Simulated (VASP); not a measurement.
Given:

```
CELL_PARAMETERS angstrom
      0.00000     2.48631     2.48631
      2.48631     0.00000     2.48631
      2.48631     2.48631     0.00000
ATOMIC_POSITIONS crystal
  Zr 0.00000 0.00000 0.00000
  O  0.25000 0.25000 0.25000
  O  0.75000 0.75000 0.75000
```

Level of theory: LDA (Ceperley-Alder, Perdew-Zunger), VASP's LDA PAW potentials (set 64) (plane waves; VASP). Run with 620 eV cut-off, 8×8×8 Γ-centred mesh, Gaussian smearing of 0.050 eV, potentials Zr_sv O.

Q: Predict the energy per atom (σ→0), pressure, band gap (on the k-mesh) with the smallest direct gap where there is one.

A: 
```
Property                                       Value
-----------------------------------  ---------------
band gap (on the k-mesh)                     3.41 eV
smallest direct gap (on the k-mesh)          3.90 eV
energy per atom (σ→0)                -10.446 eV/atom
pressure                                    9.97 GPa
```

Only differences to runs with the same potentials and settings are physical.

The compound is ZrO2 in the fluorite structure, the high-temperature cubic form, which is unstable at 0 K; the monoclinic form is the stable one. It was relaxed first under an external pressure of 10 GPa.
